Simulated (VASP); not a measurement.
# RbMg2 (Cmcm) in VASP: reference runs

How does RbMg2 come out in PBE? The cell is run as given.

Program: VASP 6.6.1. These are calculated values, not measurements. Logs are shortened: lines on timing, memory, paths and dates and some standing lists are left out, and cuts for length are marked.

## Step 1: The crystal as given

It takes space group Cmcm (No. 63, orthorhombic). The conventional cell has a = 3.845 Å, b = 27.250 Å, c = 4.832 Å, α = 90.00°, β = 90.00°, γ = 90.00°. Around Rb (site symmetry m2m) lie 2 Rb at 3.85 Å and 4 Mg at 4.04 to 4.16 Å. Mg (site symmetry m2m) is surrounded by 6 Mg at 3.09 to 3.14 Å. Mg (site symmetry m2m) has 8 Mg at 3.09 to 3.35 Å as nearest neighbours.

The cell comes from a database or a generator and needn't be the stable form of this composition.

## Step 2: Single point, PBE

File INCAR:

```
ALGO     = Normal         # electronic algorithm
EDIFF    = 1E-7           # SCF threshold, eV
ENCUT    = 520            # plane-wave cutoff, eV
GGA      = PE             # functional
ISIF     = 2              # what is computed and relaxed
ISMEAR   = -1             # smearing method
LASPH    = T              # aspherical terms in the spheres
LCHARG   = T              # write CHGCAR
LELF     = T              # ELF
LREAL    = F              # projectors in reciprocal space
LVHAR    = T            
LWAVE    = F              # write WAVECAR
NBANDS   = 22             # bands
NELM     = 80             # most SCF steps
PREC     = Accurate       # precision mode
SIGMA    = 0.05           # smearing width, eV
```

File KPOINTS:

```
k-points
0
Gamma
  7 7 6
```

File POSCAR:

```
RbMg2
1.0
    1.9225030000    -13.6251890000      0.0000000000
    1.9225030000     13.6251890000      0.0000000000
    0.0000000000      0.0000000000      4.8323470000
Rb Mg
2 4
Direct
    0.6728470000      0.3271530000      0.2500000000
    0.3271530000      0.6728470000      0.7500000000
    0.4512240000      0.5487760000      0.2500000000
    0.0425010000      0.9574990000      0.2500000000
    0.9574990000      0.0425010000      0.7500000000
    0.5487760000      0.4512240000      0.7500000000
```

Potentials or basis: VASP PAW PBE potentials, release 64 (Rb_sv, Mg).

On the command line:

```
$ cat potpaw_PBE.64/Rb_sv/POTCAR potpaw_PBE.64/Mg/POTCAR > POTCAR
$ mpirun -np 1 vasp_std > vasp.out
```

OUTCAR:

```text
EDIFF = 1E-7
   ENCUT = 520
   GGA = PE
   ISIF = 2
   ISMEAR = -1
   LASPH = T
   LREAL = F
   NELM = 80
   PREC = Accurate

 ion  position               nearest neighbor table
   1  0.673  0.327  0.250-   4 4.04   4 4.04   6 4.16   6 4.16   2 5.22   2 5.22   2 5.22   2 5.22

   2  0.327  0.673  0.750-   5 4.04   5 4.04   3 4.16   3 4.16   1 5.22   1 5.22   1 5.22   1 5.22

   3  0.451  0.549  0.250-   5 3.09   5 3.09   5 3.09   5 3.09   4 3.14   4 3.14   6 3.59   6 3.59
                             2 4.16   2 4.16
   4  0.043  0.957  0.250-   6 3.09   6 3.09   6 3.09   6 3.09   3 3.14   3 3.14   5 3.35   5 3.35
                             1 4.04   1 4.04
   5  0.957  0.043  0.750-   3 3.09   3 3.09   3 3.09   3 3.09   6 3.14   6 3.14   4 3.35   4 3.35
                             2 4.04   2 4.04
   6  0.549  0.451  0.750-   4 3.09   4 3.09   4 3.09   4 3.09   5 3.14   5 3.14   3 3.59   3 3.59
                             1 4.16   1 4.16

  LATTYP: Found a base centered orthorhombic cell.
 ALAT       =     3.8450060000
 B/A-ratio  =     7.0872133880
 C/A-ratio  =     1.2567852950

  Lattice vectors:

 A1 = (   1.9225030000, -13.6251890000,   0.0000000000)
 A2 = (   1.9225030000,  13.6251890000,   0.0000000000)
 A3 = (   0.0000000000,   0.0000000000,   4.8323470000)

Analysis of symmetry for initial positions (statically):
=====================================================================
 Subroutine PRICEL returns:
 Original cell was already a primitive cell.

 Routine SETGRP: Setting up the symmetry group for a
 base centered orthorhombic supercell.

 Subroutine GETGRP returns: Found  8 space group operations
 (whereof  4 operations were pure point group operations)
 out of a pool of  8 trial point group operations.

The static configuration has the point symmetry C_2h.
 The point group associated with its full space group is D_2h.

Analysis of symmetry for dynamics (positions and initial velocities):
=====================================================================
 Subroutine PRICEL returns:
 Original cell was already a primitive cell.

 Routine SETGRP: Setting up the symmetry group for a
 base centered orthorhombic supercell.

 Subroutine GETGRP returns: Found  8 space group operations
 (whereof  4 operations were pure point group operations)
 out of a pool of  8 trial point group operations.

The dynamic configuration has the point symmetry C_2h.
 The point group associated with its full space group is D_2h.

 Subroutine INISYM returns: Found  8 space group operations
 (whereof  4 operations are pure point group operations),
 and found     1 'primitive' translations

----------------------------------------------------------------------------------------

                                     Primitive cell

  volume of cell :     253.1615

  direct lattice vectors                    reciprocal lattice vectors
     1.922503000-13.625189000  0.000000000     0.260077618 -0.036696739  0.000000000
     1.922503000 13.625189000  0.000000000     0.260077618  0.036696739  0.000000000
     0.000000000  0.000000000  4.832347000     0.000000000  0.000000000  0.206938782

  length of vectors
    13.760152364 13.760152364  4.832347000     0.262653798  0.262653798  0.206938782

  position of ions in fractional coordinates (direct lattice)
     0.672847000  0.327153000  0.250000000
     0.327153000  0.672847000  0.750000000
     0.451224000  0.548776000  0.250000000
     0.042501000  0.957499000  0.250000000
     0.957499000  0.042501000  0.750000000
     0.548776000  0.451224000  0.750000000

  ion indices of the primitive-cell ions
   primitive index   ion index
                 1           1
                 2           2
                 3           3
                 4           4
                 5           5
                 6           6

----------------------------------------------------------------------------------------

 KPOINTS: k-points

Automatic generation of k-mesh.
 Grid dimensions read from file:
 generate k-points for:    7    7    6

 Generating k-lattice:

  Cartesian coordinates                     Fractional coordinates (reciprocal lattice)
     0.037153945 -0.005242391  0.000000000     0.142857143  0.000000000  0.000000000
     0.037153945  0.005242391  0.000000000     0.000000000  0.142857143  0.000000000
     0.000000000  0.000000000  0.034489797     0.000000000  0.000000000  0.166666667

  Length of vectors
     0.037521971  0.037521971  0.034489797

  Shift w.r.t. Gamma in fractional coordinates (k-lattice)
     0.000000000  0.000000000  0.000000000

 Subroutine IBZKPT returns following result:
 ===========================================

 Found     64 irreducible k-points:

 Following reciprocal coordinates:
            Coordinates               Weight
  0.000000  0.000000  0.000000      1.000000
  0.142857  0.000000  0.000000      4.000000
  0.285714  0.000000  0.000000      4.000000
  0.428571  0.000000  0.000000      4.000000
  0.142857  0.142857  0.000000      2.000000
  0.285714  0.142857  0.000000      4.000000
[... 16 lines left out ...]
  0.428571  0.142857  0.166667      8.000000
 -0.428571  0.142857  0.166667      8.000000
 [... further k-points ...]
   k-points           NKPTS =     64   k-points in BZ     NKDIM =     64   number of bands    NBANDS=     22
   number of dos      NEDOS =    301   number of ions     NIONS =      6
   total plane-waves  NPLWV = 419904
   dimension x,y,z NGX =   108 NGY =  108 NGZ =   36
   dimension x,y,z NGXF=   216 NGYF=  216 NGZF=   72
   ions per type =               2   4
   NGX,Y,Z   is equivalent  to a cutoff of  13.05, 13.05, 12.38 a.u.
   NGXF,Y,Z  is equivalent  to a cutoff of  26.10, 26.10, 24.77 a.u.
 SYSTEM =  unknown system
   PREC   = accura    normal or accurate (medium, high low for compatibility)
   ISTART =      0    job   : 0-new  1-cont  2-samecut
   ICHARG =      2    charge: 1-file 2-atom 10-const
   ISPIN  =      1    spin polarized calculation?
   LNONCOLLINEAR =      F non collinear calculations
   LSORBIT =      F    spin-orbit coupling
   LASPH  =      T    aspherical Exc in radial PAW
   ENCUT  =  520.0 eV  38.22 Ry    6.18 a.u.  25.58 25.58  8.98*2*pi/ulx,y,z
   NELM   =     80;   NELMIN=  2; NELMDL= -5     # of ELM steps
   EDIFF  = 0.1E-06   stopping-criterion for ELM
   LREAL  =      F    real-space projection
   EDIFFG = 0.1E-05   stopping-criterion for IOM
   NSW    =      0    number of steps for IOM
   IBRION =     -1    ionic relax: 0-MD 1-quasi-New 2-CG
   NFREE  =      0    steps in history (QN), initial steepest desc. (CG)
   ISIF   =      2    stress and relaxation
   ISYM   =      2    0-nonsym 1-usesym 2-fastsym
   POTIM  = 0.5000    time-step for ionic-motion
   TEBEG  =    0.0;   TEEND  =   0.0 temperature during run
   PSTRESS=    0.0 pullay stress
   NELECT =      26.0000    total number of electrons
   NUPDOWN=      -1.0000    fix difference up-down
   EMIN   =  10.00;   EMAX   =-10.00  energy-range for DOS
   EFERMI =   0.00;   METHOD = LEGACY
   ISMEAR =    -1;   SIGMA  =   0.05  broadening in eV -4-tet -1-fermi 0-gaus
   EFERMI_NEDOS =   21; number of points for ismear=-14 and -15
   IALGO  =     38    algorithm
   IMIX   =      4    mixing-type and parameters
     AMIX     =   0.40;   BMIX     =  1.00
     AMIX_MAG =   1.60;   BMIX_MAG =  1.00
  volume/ion in A,a.u.               =      42.19       284.74
  Fermi-wavevector in a.u.,A,eV,Ry     =   0.766655  1.448768  7.996962  0.587760
  Thomas-Fermi vector in A             =   1.867041
   LORBIT       =      0    0 simple, 1 ext, 2 COOP (PROOUT), +10 PAW based schemes
   GGA     = PE    functional components
   LHFCALC =     F    Hartree Fock is set to
   AEXX    =    0.0000 exact exchange contribution
   IVDW    =     0    specifies the selected vdW correction
   LEPSILON=     F    determine dielectric tensor
   LRPA    =     F    only Hartree local field effects (RPA)
 non-spin polarized calculation
  energy-cutoff  :      520.00
  volume of cell :      253.16
 maximum number of plane-waves:      6860
 NGX is ok and might be reduce to   108
   NGX = 51   NGY = 51   NGZ = 17

 number of electron      26.0000000 magnetization

 Free energy of the ion-electron system (eV)
  ---------------------------------------------------
  ext. energy  EPLUGINS =         0.00000000
  ---------------------------------------------------
  free energy    TOTEN  =        -6.93481025 eV

  energy without entropy =       -6.89940905  energy(sigma->0) =       -6.91710965

 E-fermi :   1.0368     XC(G=0):  -6.8368

 val. band max:        1.0360593055   @ k =  -0.1429   0.1429   0.3333
 cond. band min:       1.0545322623   @ k =   0.4286   0.2857   0.3333
 fundamental gap:      0.0184729568
 Fermi energy:         1.0368462397

 k-point     1 :       0.0000    0.0000    0.0000
  band No.  band energies     occupation
      1     -27.7739      2.00000
      2     -27.7723      2.00000
      3     -11.8504      2.00000
      4     -11.8374      2.00000
      5     -11.8270      2.00000
      6     -11.8040      2.00000
[... 14 lines left out ...]
     21       4.2004      0.00000
     22       4.6480      0.00000

 k-point     2 :       0.1429    0.0000    0.0000
  band No.  band energies     occupation
      1     -27.7660      2.00000
      2     -27.7645      2.00000
      3     -11.8343      2.00000
      4     -11.8245      2.00000
      5     -11.8152      2.00000
      6     -11.7951      2.00000
[... 14 lines left out ...]
     21       4.2958      0.00000
     22       4.4997      0.00000
[... 523 lines left out ...]
     21       3.9768      0.00000
     22       4.1778      0.00000

 k-point    24 :      -0.4286    0.1429    0.1667
  band No.  band energies     occupation
      1     -27.7473      2.00000
      2     -27.7464      2.00000
      3     -12.0217      2.00000
      4     -12.0201      2.00000
      5     -11.8143      2.00000
      6     -11.8091      2.00000
[... 14 lines left out ...]
     21       4.1437      0.00000
     22       4.2313      0.00000

 [... further k-points ...]

------------------------ aborting loop because EDIFF is reached ----------------------------------------

  FORCE on cell =-STRESS in cart. coord.  units (eV):
  Direction    XX          YY          ZZ          XY          YZ          ZX
  --------------------------------------------------------------------------------------
  -------------------------------------------------------------------------------------
  Total        0.7655572     -0.4444046     -0.3669865      0.0000000     -0.0000000      0.0000000
  in kB        4.8449641     -2.8124930     -2.3225387      0.0000000     -0.0000000      0.0000000
  external PRESSURE =      -0.0966892 kB  Pullay stress =       0.0000000 kB

 VOLUME and BASIS-vectors are now :
 -----------------------------------------------------------------------------
  energy-cutoff  :      520.00
  volume of cell :      253.16
      direct lattice vectors                 reciprocal lattice vectors
     1.922503000-13.625189000  0.000000000     0.260077618 -0.036696739  0.000000000
     1.922503000 13.625189000  0.000000000     0.260077618  0.036696739  0.000000000
     0.000000000  0.000000000  4.832347000     0.000000000  0.000000000  0.206938782

 POSITION                                       TOTAL-FORCE (eV/Angst)
 -----------------------------------------------------------------------------------
      1.92250     -4.71015      1.20809         0.000000      0.057935      0.000000
      1.92250      4.71015      3.62426         0.000000     -0.057935      0.000000
      1.92250      1.32916      1.20809         0.000000      0.008915     -0.000000
      1.92250     12.46702      1.20809         0.000000      0.040528     -0.000000
      1.92250    -12.46702      3.62426         0.000000     -0.040528      0.000000
      1.92250     -1.32916      3.62426         0.000000     -0.008915      0.000000
 -----------------------------------------------------------------------------------
    total drift:                                0.000000      0.000000      0.000000

  FREE ENERGIE OF THE ION-ELECTRON SYSTEM (eV)
  ---------------------------------------------------
  free  energy   TOTEN  =        -6.9348102525 eV

  energy  without entropy=       -6.8994090477  energy(sigma->0) =       -6.91710965
```

Run time: 14 min. Hardware: 1 thread of Intel Xeon Platinum 8488C (Sapphire Rapids), shared host; peak memory 0.91 GiB.

Results:

```yaml
Free_energy: -6.9348 eV
Pressure: 0.0 GPa
Largest_force: 0.058 eV/Å
Band_gap_on_the_k_mesh: none (metal or under the smearing width)
```

Forces in eV/Å, atoms in the order of the input:
```
Rb   0.000  0.058  0.000
Rb   0.000 -0.058  0.000
Mg   0.000  0.009  0.000
Mg   0.000  0.041  0.000
Mg   0.000 -0.041  0.000
Mg   0.000 -0.009  0.000
```

Stress tensor (GPa, compression positive):
```
 0.48  0.00  0.00
 0.00 -0.28  0.00
 0.00  0.00 -0.23
```

Levels at points of the mesh, in eV from the Fermi level:
```
           k point  band 10  band 11  band 12  band 13  band 14  band 15  band 16  band 17
(0.00, 0.00, 0.00)    -3.70    -1.97    -0.35    -0.22    -0.10     0.70     1.86     2.13
(0.00, 0.00, 0.50)    -4.42    -2.15    -2.15    -0.20    -0.20     0.73     0.73     1.70
```

## Step 3: Single point, PBE

File INCAR:

```
PREC = Accurate ; ENCUT = 520
EDIFF = 1E-7 ; ISMEAR = -1
SIGMA = 0.05 ; LREAL = False
LASPH = True ; NELM = 80
ALGO = Normal ; ISIF = 2
LWAVE = False ; LCHARG = False
GGA = PE ; NBANDS = 22
```

File KPOINTS:

```
Automatic mesh
0
Gamma
  7 7 6
```

POSCAR is that of step 2.

Potentials or basis: VASP PAW PBE potentials, release 64 (Rb_sv, Mg).

On the command line:

```
$ cat potpaw_PBE.64/Rb_sv/POTCAR potpaw_PBE.64/Mg/POTCAR > POTCAR
$ mpirun -np 1 vasp_std > vasp.out
```

OUTCAR:

```text
PREC = Accurate
   ENCUT = 520
   EDIFF = 1E-7
   ISMEAR = -1
   LREAL = False
   LASPH = True
   NELM = 80
   ISIF = 2
   GGA = PE

 ion  position               nearest neighbor table
   1  0.673  0.327  0.250-   4 4.04   4 4.04   6 4.16   6 4.16   2 5.22   2 5.22   2 5.22   2 5.22

   2  0.327  0.673  0.750-   5 4.04   5 4.04   3 4.16   3 4.16   1 5.22   1 5.22   1 5.22   1 5.22

   3  0.451  0.549  0.250-   5 3.09   5 3.09   5 3.09   5 3.09   4 3.14   4 3.14   6 3.59   6 3.59
                             2 4.16   2 4.16
   4  0.043  0.957  0.250-   6 3.09   6 3.09   6 3.09   6 3.09   3 3.14   3 3.14   5 3.35   5 3.35
                             1 4.04   1 4.04
   5  0.957  0.043  0.750-   3 3.09   3 3.09   3 3.09   3 3.09   6 3.14   6 3.14   4 3.35   4 3.35
                             2 4.04   2 4.04
   6  0.549  0.451  0.750-   4 3.09   4 3.09   4 3.09   4 3.09   5 3.14   5 3.14   3 3.59   3 3.59
                             1 4.16   1 4.16

  LATTYP: Found a base centered orthorhombic cell.
 ALAT       =     3.8450060000
 B/A-ratio  =     7.0872133880
 C/A-ratio  =     1.2567852950

  Lattice vectors:

 A1 = (   1.9225030000, -13.6251890000,   0.0000000000)
[... 192 lines left out ...]
 fundamental gap:      0.0184729568
 Fermi energy:         1.0368462397

 k-point     1 :       0.0000    0.0000    0.0000
  band No.  band energies     occupation
      1     -27.7739      2.00000
      2     -27.7723      2.00000
      3     -11.8504      2.00000
      4     -11.8374      2.00000
      5     -11.8270      2.00000
      6     -11.8040      2.00000
[... 589 lines left out ...]
     21       4.1437      0.00000
     22       4.2313      0.00000

 [... further k-points ...]

------------------------ aborting loop because EDIFF is reached ----------------------------------------

  FORCE on cell =-STRESS in cart. coord.  units (eV):
  Direction    XX          YY          ZZ          XY          YZ          ZX
  --------------------------------------------------------------------------------------
  -------------------------------------------------------------------------------------
  Total        0.7655572     -0.4444046     -0.3669865      0.0000000     -0.0000000      0.0000000
  in kB        4.8449641     -2.8124930     -2.3225387      0.0000000     -0.0000000      0.0000000
  external PRESSURE =      -0.0966892 kB  Pullay stress =       0.0000000 kB

 VOLUME and BASIS-vectors are now :
 -----------------------------------------------------------------------------
  energy-cutoff  :      520.00
  volume of cell :      253.16
      direct lattice vectors                 reciprocal lattice vectors
     1.922503000-13.625189000  0.000000000     0.260077618 -0.036696739  0.000000000
     1.922503000 13.625189000  0.000000000     0.260077618  0.036696739  0.000000000
     0.000000000  0.000000000  4.832347000     0.000000000  0.000000000  0.206938782

 POSITION                                       TOTAL-FORCE (eV/Angst)
 -----------------------------------------------------------------------------------
      1.92250     -4.71015      1.20809         0.000000      0.057935      0.000000
      1.92250      4.71015      3.62426         0.000000     -0.057935      0.000000
      1.92250      1.32916      1.20809         0.000000      0.008915     -0.000000
      1.92250     12.46702      1.20809         0.000000      0.040528     -0.000000
      1.92250    -12.46702      3.62426         0.000000     -0.040528      0.000000
      1.92250     -1.32916      3.62426         0.000000     -0.008915      0.000000
 -----------------------------------------------------------------------------------
    total drift:                                0.000000      0.000000      0.000000

  FREE ENERGIE OF THE ION-ELECTRON SYSTEM (eV)
  ---------------------------------------------------
  free  energy   TOTEN  =        -6.9348102525 eV

  energy  without entropy=       -6.8994090477  energy(sigma->0) =       -6.91710965
```

stdout:

```text
POSCAR found type information on POSCAR RbMg
 POSCAR found :  2 types and       6 ions
 scaLAPACK will be used
 LDA part: xc-table for (Slater+PW92), standard interpolation
 POSCAR, INCAR and KPOINTS ok, starting setup
 FFT: planning ... GRIDC
 FFT: planning ... GRID_SOFT
 FFT: planning ... GRID
 WAVECAR not read
 entering main loop
```

Run time: 14 min. Hardware: 1 thread of Intel Xeon Platinum 8259CL at 2.50GHz (Skylake/Cascade Lake), shared host; peak memory 0.92 GiB.

Results:

* Free energy: -6.9348 eV
* Pressure: 0.0 GPa
* Largest force: 0.058 eV/Å
* Band gap on the k mesh: none (metal or under the smearing width)

Forces in eV/Å, atoms in the order of the input:
```
Rb   0.000  0.058  0.000
Rb   0.000 -0.058  0.000
Mg   0.000  0.009  0.000
Mg   0.000  0.041  0.000
Mg   0.000 -0.041  0.000
Mg   0.000 -0.009  0.000
```
